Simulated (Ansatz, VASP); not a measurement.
## W2CO2 (W2CO2 MXene monolayer): VASP beside Ansatz

Wanted: the spread between two codes on one cell, functional and k mesh. Of the first pair: The structure shown is the start of the Ansatz relaxation below; VASP solves that cell, so the two are compared at the walk's first step.

Method: plane waves, with VASP 6.6.1 beside it; single point at PBE with D3(BJ), in Ansatz 0.2.0.

## (1) The structure

The cell holds 5 atoms: 2 O, 2 W and 1 C. Cell: a = 3.125 Å, b = 3.125 Å, c = 40.384 Å, α = 90.0°, β = 90.0°, γ = 120.0°. Vacuum lies along c.

## (2) Ansatz: relaxation, PBE with D3(BJ)

Ansatz runs on its PAW soft_1 files.

The two programs are compared at the cell with which this relaxation starts, whose forces are those of its first step.

File input.yaml:

```yaml
crystal:
  lattice:
    - [3.125408, 0.0, 0.0]
    - [-1.562704, 2.7066827252, 0.0]
    - [0.0, 0.0, 40.3843915802]
  atoms:
    - { symbol: O, position: [0.3333333333, 0.6666666667, 0.4420024495] }
    - { symbol: W, position: [0.6666666667, 0.3333333333, 0.4694633822] }
    - { symbol: C, position: [0.0, 0.0, 0.5] }
    - { symbol: W, position: [0.3333333333, 0.6666666667, 0.5305366178] }
    - { symbol: O, position: [0.6666666667, 0.3333333333, 0.5579975505] }
  periodic: [true, true, false]
kpoints:
  mp_grid: { grid: [12, 12, 1] }
hamiltonian:
  xc: pbe
  dispersion: d3bj
  pseudopotentials: { kind: paw, azcp: { folder: soft_1 } }
scf:
  occupations: { method: fermi_dirac, width: 0.05 }
  convergence: { dr2_threshold: 1.0e-09 }
relax:
  f_tol: 0.004
  max_steps: 90
  cell: {}
output:
  write_potential: true
  write_density: true
  volumetric_format: npy
```

Launch:

```bash
$ ansatz run input.yaml --threads 2 --pin off --max-ram 3072MiB --backend cpu --events-out ev --progress --plain --runs-dir out
```

Numbers of over 12 decimals in the logs are rounded to 6 here.

What it wrote:

```text
Warning: relax.cell: scf.convergence.dr2_threshold = 1e-9 eV is looser than the 2.31877222816e-10 eV advised for a relaxation that steers and ends on the stress (1e-10 eV for each atom of the cell: 5, times the square of relax.cell.stress_2d_tol = 0.05 N/m over 14.7 Å (the atoms' height at the walk's start and 5 Å past either face), 3.405e-2 GPa, over a crystal's default 0.05). What an SCF threshold leaves in a stress goes as its square root, and in the free energy as the threshold itself, and one threshold admits the most on a small cell: [figures from the program's tests cut] Set scf.convergence.dr2_threshold to 2.31877222816e-10 eV or tighter. [rest of the remark cut]
Engine: ansatz 0.2.0, aarch64-unknown-linux-gnu
Pseudopotentials: kind: paw
Pseudopotential: O, paw, valence charge 6, recommended cutoff 420 eV (normal), soft_1/O.paw.azcp
Pseudopotential: W, paw, valence charge 14, recommended cutoff 420 eV (normal), soft_1/W.paw.azcp
Pseudopotential: C, paw, valence charge 4, recommended cutoff 420 eV (normal), soft_1/C.paw.azcp
Functional definition: PBE
  parameter kappa = 0.804
  parameter beta = 0.066725
  exchange = pbe_x(kappa = kappa, mu = beta*pi^2/3)
  correlation = pbe_c(beta = beta)
Crystal: 5 atoms, lattice volume = 341.631 Å³
Basis set: ecut = 420 eV, 6627 PW (Γ), exchange–correlation on 48×48×540 points (8 copies of the dense FFT grid, shifted against one another)
Bands: 27, of which v1, the nominal top of the filled ones, is band 22 counted from 1 (21 counted from 0)
Symmetry: 12 space group operations
Space group: P-3m1 (ITA 164), of the structure as read, at distance tolerance 7.0e-5 Å
k-points: 19 of 144
Non-local potential: O, projectors of the file, l = 0: 2, l = 1: 2, l = 2: 1
Non-local potential: W, projectors of the file, l = 0: 3, l = 1: 2, l = 2: 2, l = 3: 1
Non-local potential: C, projectors of the file, l = 0: 2, l = 1: 2, l = 2: 1
PAW form: soft (Blöchl's): semilocal exchange-correlation on the pseudo side does not see the compensation charge
PAW one-centre angular grid: O, 110 points (default); XC on 64 Gauss nodes
PAW one-centre angular grid: W, 590 points (default); XC on 64 Gauss nodes
PAW one-centre angular grid: C, 110 points (default); XC on 64 Gauss nodes
Initial density: superposition of atomic densities (neutral atoms: chi_scale 0, normalization atom)
Initial wavefunctions: pseudopotential atomic-orbital guess
Functional: x = pbe(κ = 0.804, μ = 0.219515), c = pbe(β = 0.066725)
SCF iter   1: F=—  HF=-22163.071406 eV  |F-HF|=—  |Δ(HF+E_count)|=         —  Δρ=7.14e-2  dr2=2.19e1  ethr=3.10e-3  ⟨swp⟩=14.8  Hψ=3871  notcnv=0
preconditioner: auto → LDOS  [insulator: Δε(μ)=0.154 eV  Ē_g=10.687 eV  σ=0.050 eV  W_gap=0.58  n_scr=24 (ndim 8)  ℏωp=10.6 eV  f_vac=0.803  D(μ)=1.51/eV (n_scr^D=10)  ε∞_Penn≈2.0  β→1.0]
SCF iter   2: F=—  HF=-22161.934119 eV  |F-HF|=—  |Δ(HF+E_count)|=    1.14e0  Δρ=8.67e-2  dr2=2.46e1  ethr=3.10e-3  ⟨swp⟩=5.4  Hψ=2005  notcnv=0
SCF iter   3: F=—  HF=-22157.696854 eV  |F-HF|=—  |Δ(HF+E_count)|=    4.24e0  Δρ=7.66e-3  dr2=2.24e-1  ethr=3.10e-3  ⟨swp⟩=5.5  Hψ=1841  notcnv=0
SCF iter   4: F=—  HF=-22157.661966 eV  |F-HF|=—  |Δ(HF+E_count)|=   3.49e-2  Δρ=1.35e-3  dr2=3.05e-3  ethr=5.08e-4  ⟨swp⟩=3.7  Hψ=1319  notcnv=0
SCF iter   5: F=—  HF=-22157.663871 eV  |F-HF|=—  |Δ(HF+E_count)|=   1.91e-3  Δρ=3.74e-4  dr2=3.05e-4  ethr=6.93e-6  ⟨swp⟩=3.9  Hψ=1328  notcnv=0
SCF iter   6: F=—  HF=-22157.664176 eV  |F-HF|=—  |Δ(HF+E_count)|=   3.05e-4  Δρ=1.05e-4  dr2=3.13e-5  ethr=6.94e-7  ⟨swp⟩=3.6  Hψ=1244  notcnv=0
SCF iter   7: F=—  HF=-22157.664226 eV  |F-HF|=—  |Δ(HF+E_count)|=   5.02e-5  Δρ=1.82e-5  dr2=7.27e-7  ethr=7.11e-8  ⟨swp⟩=3.5  Hψ=1223  notcnv=0
SCF iter   8: F=—  HF=-22157.664112 eV  |F-HF|=—  |Δ(HF+E_count)|=   1.14e-4  Δρ=7.04e-6  dr2=3.53e-7  ethr=1.65e-9  ⟨swp⟩=3.3  Hψ=1201  notcnv=0
SCF iter   9: F=—  HF=-22157.664112 eV  |F-HF|=—  |Δ(HF+E_count)|=   1.43e-7  Δρ=3.50e-6  dr2=6.52e-8  ethr=8.03e-10  ⟨swp⟩=2.9  Hψ=913  notcnv=0
SCF iter  10: F=-22157.664112 eV  HF=-22157.664112 eV  |F-HF|=8.27e-9  |Δ(HF+E_count)|=   6.28e-8  Δρ=3.79e-7  dr2=8.12e-10  ethr=2.27e-12  ⟨swp⟩=12.8  Hψ=5780  notcnv=0
SCF 1 converged in 10 iterations: F = -22157.664112 eV  dr2 = 8.12e-10
  greatest PAW one-centre occupation: 0.999 electrons in one spin orbital (limit 2), on the W atom at site 3 (counted from 0), in its partial waves of l = 0
[...]
Crystal: 5 atoms, lattice volume = 335.320 Å³
iter 1 solved again at ethr=4.36e-9 eV; its pass at ethr=3.10e-3 eV (dr2=1.92e-6 eV) is discarded
SCF iter   1: F=—  HF=-22158.163190 eV  |F-HF|=—  |Δ(HF+E_count)|=         —  Δρ=1.88e-5  dr2=1.59e-6  ethr=4.36e-9  ⟨swp⟩=4.9  Hψ=4730  notcnv=0
preconditioner: auto → LDOS  [insulator: Δε(μ)=0.254 eV  Ē_g=9.400 eV  σ=0.050 eV  W_gap=0.64  n_scr=24 (ndim 8)  ℏωp=10.7 eV  f_vac=0.817  D(μ)=1.31/eV (n_scr^D=10)  ε∞_Penn≈2.3  β→1.0]
SCF iter   2: F=—  HF=-22158.163180 eV  |F-HF|=—  |Δ(HF+E_count)|=   9.59e-6  Δρ=1.53e-5  dr2=1.03e-6  ethr=3.60e-9  ⟨swp⟩=3.1  Hψ=954  notcnv=0
SCF iter   3: F=—  HF=-22158.163180 eV  |F-HF|=—  |Δ(HF+E_count)|=   7.03e-9  Δρ=1.20e-6  dr2=6.33e-9  ethr=2.35e-9  ⟨swp⟩=2.4  Hψ=775  notcnv=0
SCF iter   4: F=—  HF=-22158.163180 eV  |F-HF|=—  |Δ(HF+E_count)|=   1.28e-8  Δρ=4.43e-7  dr2=1.71e-9  ethr=2.27e-12  ⟨swp⟩=16.2  Hψ=5407  notcnv=0
SCF iter   5: F=-22158.163180 eV  HF=-22158.163180 eV  |F-HF|=2.62e-10  |Δ(HF+E_count)|=   3.45e-9  Δρ=2.02e-7  dr2=1.20e-10  ethr=2.27e-12  ⟨swp⟩=12.9  Hψ=4239  notcnv=0
SCF 8 converged in 5 iterations: F = -22158.163180 eV  dr2 = 1.20e-10
relax step   8: F+E_penalty+E_count = -22158.16318042 eV  Δ(F+E_penalty+E_count) = -3.614e-5 eV  max|allowed force component| = 1.288e-4 eV/Å  Δτ_max = 0.0002 Å  P = -0.001 N/m  Ω = 335.320 Å³  energy of the carried Pulay correction = +3.257e-5 eV  fix = [c, alpha, beta]  reactions: c -0.000 N/m  (5 SCF iters, accepted)
iter 1 solved again at ethr=1.37e-7 eV; its pass at ethr=3.10e-3 eV (dr2=6.03e-5 eV) is discarded
SCF iter   1: F=—  HF=-22158.163112 eV  |F-HF|=—  |Δ(HF+E_count)|=         —  Δρ=1.13e-6  dr2=3.13e-9  ethr=1.37e-7  ⟨swp⟩=7.1  Hψ=7180  notcnv=0
eigensolver tolerance schedule: the retry pair's looser diagonalisation over-reported the residual by 19253.14 of it (diagonalisation noise at 5.72 of the residual, at the tolerance the schedule requests for it); recorded, not acted on — ethr = c·dr2/N_el stays at c = 1.0e-1
SCF iter   2: F=—  HF=-22158.163144 eV  |F-HF|=—  |Δ(HF+E_count)|=   3.21e-5  Δρ=1.06e-6  dr2=1.02e-8  ethr=7.12e-12  ⟨swp⟩=7.8  Hψ=2689  notcnv=0
SCF iter   3: F=-22158.163144 eV  HF=-22158.163144 eV  |F-HF|=3.64e-11  |Δ(HF+E_count)|=   5.21e-9  Δρ=4.84e-7  dr2=5.66e-10  ethr=2.27e-12  ⟨swp⟩=16.1  Hψ=5743  notcnv=0
SCF 9 converged in 3 iterations: F = -22158.163144 eV  dr2 = 5.66e-10
relax step   9: F+E_penalty+E_count = -22158.16314398 eV  Δ(F+E_penalty+E_count) = +3.643e-5 eV  max|allowed force component| = 1.612e-4 eV/Å  Δτ_max = 0.0000 Å  P = -0.002 N/m  Ω = 335.320 Å³  fix = [c, alpha, beta]  reactions: c -0.000 N/m  stress off target by 1.99e-3 N/m on what of the cell is left free  SCF on the basis re-selected at this cell (its energy is not comparable with the rows above)  (3 SCF iters)
basis re-selected at this cell: Δ(F+E_penalty+E_count) = +3.643e-5 eV, ΔP = -0.001 N/m vs the last step (what re-selecting the basis moved, of the pressure what is left beyond the Pulay correction that the steps carried, after the strain that the cell walked since its last selection, with what the two solves' SCF thresholds leave and, on support functions, any second-order correction that the steps lacked; it is no m [...]
WARN: The input density's exchange-correlation potential varies sharply where the density is thin. Do not read a vacuum level from v_tot or v_xc, or from such a field of the output density. On a cell that repeats whose density bears no net charge and no dipole along the vacuum's axis use v_es (v_loc + v_h of the components); under efield.dipole_correction with no amplitude use v_es + v_field, which holds any external [...]
SCF converged after 3 iterations
Free energy (F): -22158.163144 eV
Harris-Foulkes:  -22158.163144 eV  (|F-HF|=3.64e-11)
Internal energy: -22158.152151 eV  (E = F + TS)
E sigma→0 (E₀):  -22158.157647 eV
Entropy (-TS):   -0.010993 eV (-2.199 meV/atom)
Fermi energy:    -5.792062 eV
--- Per-component energies (eV) ---
  E_band       = -1255.101759
  E_kinetic    = 1267.523151
  E_local      = -177523.257278  (includes V_loc(G=0)·N_el)
  E_nonlocal   = 77.075160
  E_hartree    = 88021.662399
  E_xc         = -725.590355
  E_vxc        = -703.419601  (∫ρ·V_xc dr)
  E_paw        = -17579.353024  (= ΣΔE_a)
  E_vpaw       = -416.345763  (= ΣTr[D̂ρ^β])
  E_aug_tail   = 0.001768  (compensation charges beyond the density's cutoff)
  E_ewald      = 84304.955033
  E_disp       = -1.169005  (pairwise vdW)
  E_smearing   = -0.010993  (= −TS)
  E_closure    = -0.000000  (closes the sum)
  Σ components = -22158.163144   (vs F -22158.163144, Δ=0.00e0)
--- Forces (eV/Å), atoms counted from 1 ---
  atom   1  O      0.00000000    -0.00000000     0.00016119
  atom   2  W     -0.00000000     0.00000000    -0.00007629
  atom   3  C      0.00000000     0.00000000     0.00000000
  atom   4  W      0.00000000    -0.00000000     0.00007629
  atom   5  O     -0.00000000     0.00000000    -0.00016119
  max |Σ_I F_I| component: 4.16e-17 eV/Å
--- 2D stress c σ (N/m, compression-positive) ---
       -0.001992       0.000000       0.000000
        0.000000      -0.001992      -0.000000
        0.000000      -0.000000      -0.000000
  P = ½ c Tr σ = -0.0020 N/m
--- Band table (eV; the first three rows and the last of 19) ---
  k-point 0: bands = [... 18 lower, -8.7128, -8.7128, -8.4443, -8.4443, -6.6793, -5.1714, -5.1714, -4.4058, ... 1 higher]
  k-point 1: bands = [... 18 lower, -9.3613, -8.7028, -8.0639, -7.7851, -6.5773, -5.0734, -5.0562, -4.2545, ... 1 higher]
  k-point 2: bands = [... 18 lower, -9.9252, -8.8097, -8.1250, -7.1454, -6.1458, -4.9058, -4.6676, -3.9293, ... 1 higher]
  k-point 18: bands = [... 18 lower, -10.4626, -10.4626, -6.5547, -6.4556, -6.4556, -3.9968, -3.9968, -3.3069, ... 1 higher]
  the weakly bound empty levels are not read free of the cell's end (no_gap_told)
--- Relaxed structure (7 steps of the walk, 7 accepted, 2 SCFs on fresh bases) ---
  F+E_penalty+E_count = -22158.16314398 eV   max|allowed force component| = 1.612e-4 eV/Å   (the final SCF, on the basis selected at the relaxed cell)
  cell:  # Å, volume = 335.3204 Å³
    - [3.096406, 0.0, 0]
    - [-1.548203, 2.681566, 0]
    - [0, 0, 40.3843915802]
  atoms:
    - { symbol: O, position: [0.333333, 0.666667, 0.444421] }
    - { symbol: W, position: [0.666667, 0.333333, 0.472631] }
    - { symbol: C, position: [0, 0, 0.5] }
    - { symbol: W, position: [0.333333, 0.666667, 0.527369] }
    - { symbol: O, position: [0.666667, 0.333333, 0.555579] }
```

In the SCF lines HF is the Harris–Foulkes energy and dr2 the Hartree energy of the density residual, in eV; the loop may stop once dr2 is under the threshold and the program's other checks hold. Hψ counts applications of the Hamiltonian.

## (3) VASP: single point, PBE with D3(BJ), start cell, pair 1

The same cell, functional, mesh and smearing now go to VASP, with its own data sets.

Lines of VASP's logs that name or quote its potential files are left out, and so is its time.

File INCAR:

```
SYSTEM = W2CO2
PREC = Accurate
ENCUT = 520
EDIFF = 1E-06
NELM = 120
ISMEAR = -1
SIGMA = 0.05
LREAL = .FALSE.
ALGO = Normal
GGA = PE
IVDW = 12
NBANDS = 20
LASPH = .TRUE.
LORBIT = 11
LWAVE = .FALSE.
LCHARG = .FALSE.
ISIF = 2
LDIPOL = .TRUE.
IDIPOL = 3
DIPOL = 0.5 0.5 0.5
LVHAR = .TRUE.
GGA_COMPAT = .FALSE.
NELMDL = -8
KPAR = 2
```

File POSCAR:

```
W2CO2
1.0
    3.1254080000      0.0000000000      0.0000000000
   -1.5627040000      2.7066830000      0.0000000000
    0.0000000000      0.0000000000     40.3843920000
O W C
2 2 1
Direct
    0.3333333333      0.6666666667      0.4420024449
    0.6666666667      0.3333333333      0.5579975551
    0.6666666667      0.3333333333      0.4694633759
    0.3333333333      0.6666666667      0.5305366241
    0.0000000000      0.0000000000      0.5000000000
```

File KPOINTS:

```
Automatic mesh
0
Gamma
12 12 1
0 0 0
```

The projector-augmented-wave data sets are O, W and C (PBE family, release 64).

Launch:

```bash
$ mpirun -np 2 vasp_std
```

What it wrote:

```text
[banner, memory and clock lines left out]
running    2 mpi-ranks, on    1 nodes
 distrk:  each k-point on    1 cores,    2 groups
 distr:  one band on    1 cores,    1 groups

 POSCAR found type information on POSCAR O W C
 POSCAR found :  3 types and       5 ions
 LDA part: xc-table for (Slater+PW92), standard interpolation
 POSCAR, INCAR and KPOINTS ok, starting setup
 FFT: planning ... GRIDC
 FFT: planning ... GRID_SOFT
 FFT: planning ... GRID
 WAVECAR not read
 entering main loop
       N       E                     dE             d eps       ncg     rms          rms(c)
DAV:   1     0.242808380900E+03    0.24281E+03   -0.10057E+04   816   0.103E+03
DAV:   2    -0.151696340259E+02   -0.25798E+03   -0.24657E+03  1192   0.231E+02
DAV:   3    -0.565670115271E+02   -0.41397E+02   -0.40558E+02   940   0.112E+02
DAV:   4    -0.583379241938E+02   -0.17709E+01   -0.17077E+01  1172   0.237E+01
DAV:   5    -0.583766690884E+02   -0.38745E-01   -0.38301E-01  1052   0.267E+00
DAV:   6    -0.583774732110E+02   -0.80412E-03   -0.80074E-03  1076   0.384E-01
DAV:   7    -0.583775023391E+02   -0.29128E-04   -0.29094E-04  1056   0.640E-02
DAV:   8    -0.583775033830E+02   -0.10440E-05   -0.10439E-05  1036   0.127E-02    0.441E+01
DAV:   9    -0.496065936022E+02    0.87709E+01   -0.54868E+01   964   0.443E+01    0.147E+01
DAV:  10    -0.493067354240E+02    0.29986E+00   -0.81172E+00   904   0.218E+01    0.111E+01
DAV:  11    -0.489444511281E+02    0.36228E+00   -0.17999E+00  1172   0.117E+01    0.711E-01
DAV:  12    -0.489409541359E+02    0.34970E-02   -0.16495E-01   864   0.331E+00    0.647E-01
DAV:  13    -0.489416639955E+02   -0.70986E-03   -0.20052E-02  1036   0.883E-01    0.259E-01
DAV:  14    -0.489416589997E+02    0.49958E-05   -0.36447E-03   924   0.367E-01    0.238E-01
[...]
DAV:  19    -0.489415771150E+02   -0.30524E-04   -0.31458E-06   744   0.107E-02    0.298E-03
DAV:  20    -0.489416120169E+02   -0.34902E-04   -0.30461E-06   772   0.762E-03    0.289E-03
DAV:  21    -0.489416224358E+02   -0.10419E-04   -0.63280E-07   648   0.296E-03    0.124E-03
DAV:  22    -0.489416270592E+02   -0.46234E-05   -0.82276E-08   508   0.154E-03    0.131E-03
DAV:  23    -0.489416299330E+02   -0.28737E-05   -0.44233E-08   444   0.973E-04    0.626E-04
DAV:  24    -0.489416319434E+02   -0.20104E-05   -0.54913E-08   424   0.175E-03    0.610E-04
DAV:  25    -0.489416329513E+02   -0.10079E-05   -0.57196E-08   472   0.145E-03    0.120E-03
DAV:  26    -0.489416333530E+02   -0.40176E-06   -0.14542E-08   404   0.855E-04
   1 F= -.50058047E+02 E0= -.50042477E+02  d E =-.311395E-01
```

OUTCAR, selected parts (step 3):

```text
ion  position               nearest neighbor table
   1  0.333  0.667  0.442-   3 2.12   3 2.12   3 2.12
   2  0.667  0.333  0.558-   4 2.12   4 2.12   4 2.12
   3  0.667  0.333  0.469-   1 2.12   1 2.12   1 2.12   5 2.19   5 2.19   5 2.19   4 3.06   4 3.06
                             4 3.06
   4  0.333  0.667  0.531-   2 2.12   2 2.12   2 2.12   5 2.19   5 2.19   5 2.19   3 3.06   3 3.06
                             3 3.06
   5  0.000  0.000  0.500-   3 2.19   4 2.19   3 2.19   4 2.19   3 2.19   4 2.19

  LATTYP: Found a hexagonal cell.
 ALAT       =     3.1254080000
 C/A-ratio  =    12.9213184327

 Subroutine GETGRP returns: Found 12 space group operations
 (whereof 12 operations were pure point group operations)

The static configuration has the point symmetry D_3d.

 Found     19 irreducible k-points:

   k-points           NKPTS =     19   k-points in BZ     NKDIM =     19   number of bands    NBANDS=     20

   dimension x,y,z NGX =    24 NGY =   24 NGZ =  300
   dimension x,y,z NGXF=    48 NGYF=   48 NGZF=  600

   ENCUT  =  520.0 eV  38.22 Ry    6.18 a.u.   5.81  5.81 75.09*2*pi/ulx,y,z

   NELECT =      28.0000    total number of electrons

 k-points in reciprocal lattice and weights: Automatic mesh
   0.00000000  0.00000000  0.00000000       0.007
   0.08333333  0.00000000  0.00000000       0.042
   0.16666667  0.00000000  0.00000000       0.042
   0.25000000  0.00000000  0.00000000       0.042
   0.33333333 -0.00000000  0.00000000       0.042
   0.41666667  0.00000000  0.00000000       0.042
   0.50000000  0.00000000  0.00000000       0.021
   0.08333333  0.08333333  0.00000000       0.042
   0.16666667  0.08333333  0.00000000       0.083
[...]
0.33333333  0.25000000  0.00000000       0.083
   0.33333333  0.33333333  0.00000000       0.014

 dipolmoment           0.000000      0.000000     -0.000000 electrons x Angstroem

 average (electrostatic) potential at core
       1 -80.1942       2 -80.1942       3 -51.1704       4 -51.1704       5 -59.2896

 E-fermi :  -3.4400

 k-point     1 :       0.0000    0.0000    0.0000
  band No.  band energies     occupation
    ...
     13      -5.5105      2.00000
     14      -5.5105      2.00000
     15      -4.3415      2.00000
     16      -3.4506      1.10528
     17      -3.4506      1.10527
     18      -2.2566      0.00000
     19      -1.6506      0.00000
     20      -1.6506      0.00000

 k-point     2 :       0.0833    0.0000    0.0000
  band No.  band energies     occupation
    ...
     11      -6.6759      2.00000
     12      -6.4284      2.00000
     13      -5.2879      2.00000
     14      -4.9751      2.00000
     15      -4.1831      2.00000
     16      -3.3453      0.26167
     17      -3.3431      0.25186
     18      -2.2568      0.00000
     19      -1.6993      0.00000
     20      -1.5939      0.00000

 k-point     3 :       0.1667    0.0000    0.0000
  band No.  band energies     occupation
    ...
     11      -7.2723      2.00000
     12      -6.4882      2.00000
     13      -5.4550      2.00000
     14      -4.4196      2.00000
     15      -3.6929      1.98737
     16      -3.1575      0.00701
     17      -2.9422      0.00009
     18      -2.0610      0.00000
     19      -1.7100      0.00000
     20      -1.4736      0.00000

 Edisp (eV)   -1.11641

  Total      -5.97059    -5.97059    -7.03827    -0.00000     0.00000     0.00000
  in kB     -28.00078   -28.00079   -33.00798    -0.00000     0.00000     0.00000
  external pressure =      -29.67 kB  Pullay stress =        0.00 kB

  energy-cutoff  :      520.00
  volume of cell :      341.63
      direct lattice vectors                 reciprocal lattice vectors
     3.125408000  0.000000000  0.000000000     0.319958226  0.184727949  0.000000000
    -1.562704000  2.706683000  0.000000000     0.000000000  0.369455899  0.000000000
     0.000000000  0.000000000 40.384392000     0.000000000  0.000000000  0.024762042

 POSITION                                       TOTAL-FORCE (eV/Angst)
 -----------------------------------------------------------------------------------
     -0.00000      1.80446     17.85000         0.000000     -0.000000      0.155975
      1.56270      0.90223     22.53439        -0.000000      0.000000     -0.155975
      1.56270      0.90223     18.95899        -0.000000      0.000000      2.532545
     -0.00000      1.80446     21.42540         0.000000     -0.000000     -2.532545
      0.00000      0.00000     20.19220        -0.000000      0.000000      0.000000
 -----------------------------------------------------------------------------------
    total drift:                                0.000000      0.000000     -0.000000

  FREE ENERGIE OF THE ION-ELECTRON SYSTEM (eV)
  ---------------------------------------------------
  free  energy   TOTEN  =       -50.0580468609 eV

  energy  without entropy=      -50.0269073834  energy(sigma->0) =      -50.04247712

 vacuum level on the upper side and lower side of the slab         2.086         2.086

 total charge
# of ion       s       p       d       tot
------------------------------------------
    1        1.570   3.401   0.000   4.972
    2        1.570   3.401   0.000   4.972
    3        0.530   0.718   4.068   5.316
    4        0.530   0.718   4.068   5.316
    5        0.859   1.585   0.000   2.444
--------------------------------------------------
tot          5.061   9.823   8.136  23.020

[... 3 further parts left out ...]
```

This run has no spin polarisation, so a moment on W, if there is one, isn't seen.

[end of part 1 of 2]

[Lines on the potential files, build, host, timing and source positions are cut from VASP's logs without a mark.]

[Logs are printed without paths, hosts, clocks, repeated set-up lines and the standing remarks that a program may print on its own settings, such as how far it seeks lower states.]

[Hosts, paths, dates, database ids (printed as entryN), source tags and the programs' standing remarks are cut or masked in the printed files.]
